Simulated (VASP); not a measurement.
Energy against volume of ZnS (zinc blende). Level of theory: TPSS meta-GGA, VASP's PBE PAW potentials (set 64) (plane waves; VASP 6.6.1). Numerical set-up: 520 eV cut-off, 8×8×8 Γ-centred mesh, Gaussian smearing of 0.050 eV, potentials Zn S.

```tsv
V (Å³/atom)	E (eV/atom)
19.380	-9.96422
19.980	-9.96990
20.579	-9.96819
21.178	-9.95951
```

Question: Fit these four points and predict the energy of the run at 18.781 Å³/atom.

Answer: A cubic in V^(−2/3), the third-order Birch-Murnaghan form, passes through the four points with V0 = 20.14 Å³/atom and B0 = 65 GPa, and gives -9.9508 eV/atom there. The run gave -9.9476 eV/atom, +3.2 meV/atom from the fit; all five points give B0 = 69 GPa.

The compound is ZnS in the zinc blende structure. It was relaxed first.
